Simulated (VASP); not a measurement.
VASP ran on this input.

File POSCAR:
```
PtS2
1
    1.8054000000    -3.1270450000     0.0000000000
    1.8054000000     3.1270450000     0.0000000000
    0.0000000000     0.0000000000     5.1408000000
Pt S
1 2
Direct
  0.0000000000   0.0000000000   0.0000000000
  0.3333330000   0.6666670000   0.2300000000
  0.6666670000   0.3333330000   0.7700000000
```

INCAR:
```
SYSTEM = PtS2
PREC = Accurate
ENCUT = 400
EDIFF = 1E-6
NELM = 100
ALGO = Normal
LREAL = .FALSE.
LASPH = .TRUE.
ISMEAR = 0
SIGMA = 1.0
GGA = PE
LMAXMIX = 6
LWAVE = .FALSE.
LCHARG = .FALSE.
ISIF = 2
```

KPOINTS:
```
Automatic mesh
0
Gamma
5 5 4
0 0 0
```

POTCAR, in this order: Pt S (PBE.64 set). Program: vasp_std.

Output of the run:

File standard output:
```
 POSCAR found type information on POSCAR PtS
 POSCAR found :  2 types and       3 ions
 Reading from existing POTCAR
 Reading from existing POTCAR
 LDA part: xc-table for (Slater+PW92), standard interpolation
 POSCAR, INCAR and KPOINTS ok, starting setup
 WAVECAR not read
 entering main loop
       N       E                     dE             d eps       ncg     rms          rms(c)
DAV:   1     0.978411949399E+02    0.97841E+02   -0.90278E+03   526   0.104E+03
DAV:   2    -0.124075602621E+02   -0.11025E+03   -0.10801E+03   664   0.221E+02
DAV:   3    -0.168107240614E+02   -0.44032E+01   -0.43732E+01   629   0.489E+01
DAV:   4    -0.168640309670E+02   -0.53307E-01   -0.53235E-01   685   0.576E+00
DAV:   5    -0.168650395158E+02   -0.10085E-02   -0.10085E-02   664   0.760E-01    0.182E+01
DAV:   6    -0.158426316717E+02    0.10224E+01   -0.84565E+00   510   0.294E+01    0.128E+01
DAV:   7    -0.155448551901E+02    0.29778E+00   -0.16058E+00   517   0.140E+01    0.592E+00
DAV:   8    -0.155312684367E+02    0.13587E-01   -0.11260E-01   573   0.238E+00    0.144E+00
DAV:   9    -0.155250209427E+02    0.62475E-02   -0.16974E-02   566   0.146E+00    0.300E-01
DAV:  10    -0.155252371501E+02   -0.21621E-03   -0.23994E-03   608   0.354E-01    0.764E-02
DAV:  11    -0.155252893013E+02   -0.52151E-04   -0.86911E-05   644   0.879E-02    0.436E-02
DAV:  12    -0.155252943503E+02   -0.50490E-05   -0.16247E-05   594   0.384E-02    0.111E-02
DAV:  13    -0.155252957214E+02   -0.13710E-05   -0.19195E-06   616   0.103E-02    0.389E-03
DAV:  14    -0.155252959422E+02   -0.22086E-06   -0.34396E-07   381   0.519E-03
   1 F= -.15525296E+02 E0= -.15318279E+02  d E =-.414035E+00
```

OUTCAR:
```
------------------------ aborting loop because EDIFF is reached ----------------------------------------
  FORCE on cell =-STRESS in cart. coord.  units (eV):
  Direction    XX          YY          ZZ          XY          YZ          ZX
  --------------------------------------------------------------------------------------
  Total        0.5915499      0.5915501      0.9506764     -0.0000000      0.0000000      0.0000000
  in kB       16.3280258     16.3280308     26.2406768     -0.0000000      0.0000000      0.0000000
  external PRESSURE =      19.6322445 kB  Pullay stress =       0.0000000 kB
  volume of cell :       58.05
      direct lattice vectors                 reciprocal lattice vectors
     1.805400000 -3.127045000  0.000000000     0.276946937 -0.159895364  0.000000000
     1.805400000  3.127045000  0.000000000     0.276946937  0.159895364  0.000000000
     0.000000000  0.000000000  5.140800000     0.000000000  0.000000000  0.194522253
 POSITION                                       TOTAL-FORCE (eV/Angst)
 -----------------------------------------------------------------------------------
      0.00000      0.00000      0.00000         0.000000     -0.000000      0.000000
      1.80540      1.04235      1.18238         0.000000      0.000000      0.344571
      1.80540     -1.04235      3.95842        -0.000000     -0.000000     -0.344571
 -----------------------------------------------------------------------------------
    total drift:                               -0.000000     -0.000000      0.000000
  FREE ENERGIE OF THE ION-ELECTRON SYSTEM (eV)
  ---------------------------------------------------
  free  energy   TOTEN  =       -15.5252959422 eV

  energy  without entropy=      -15.1112614100  energy(sigma->0) =      -15.31827868
```
(Selected blocks of OUTCAR.)

Problem. Read input and log: which fault does this run have?
A. NBANDS is too small to hold all electrons
B. EDIFF is too loose for the force threshold
C. SIGMA is far too large
D. LDAUL, LDAUU and LDAUJ hold more entries than there are species

Solution. C, SIGMA is far too large. The run ends without an error. Against the sound run, the energy per atom (σ→0) rises by 0.032 eV/atom; the pressure rises by 0.85 GPa; the largest force increases by 0.136 eV/Å.

To mend it, set SIGMA = 0.05.

The mended run (PBE GGA, plane waves, VASP's PBE PAW potentials (set 64)) converges, and its OSZICAR ends with
```
   1 F= -.15414594E+02 E0= -.15414594E+02  d E =-.671479E-11
```

The compound is PtS2 in the 1T layered structure. The cell was not relaxed at this level.
